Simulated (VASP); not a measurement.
Consider the following.

```xyz
2
Lattice="0.0000 2.7521 2.7521 2.7521 0.0000 2.7521 2.7521 2.7521 0.0000" Properties=species:S:1:pos:R:3 pbc="T T T"
Mg     0.0000     0.0000     0.0000
Se     2.7521     2.7521     2.7521
```

These are PBE GGA, VASP's PBE PAW potentials (set 64) (plane waves; VASP) values and carry that method's errors. Run with 520 eV cut-off, 8×8×8 Γ-centred mesh, Gaussian smearing of 0.050 eV, potentials Mg Se.

Q: What does the run give for the energy per atom (σ→0), band gap (on the k-mesh) with the smallest direct gap where there is one?

A: 
| Quantity | Result |
|---|---|
| band gap (on the k-mesh) | 1.75 eV |
| smallest direct gap (on the k-mesh) | 2.40 eV |
| energy per atom (σ→0) | -3.745 eV/atom |

The compound is MgSe in the rock salt structure. It was relaxed first. The start is the result of an earlier pass.
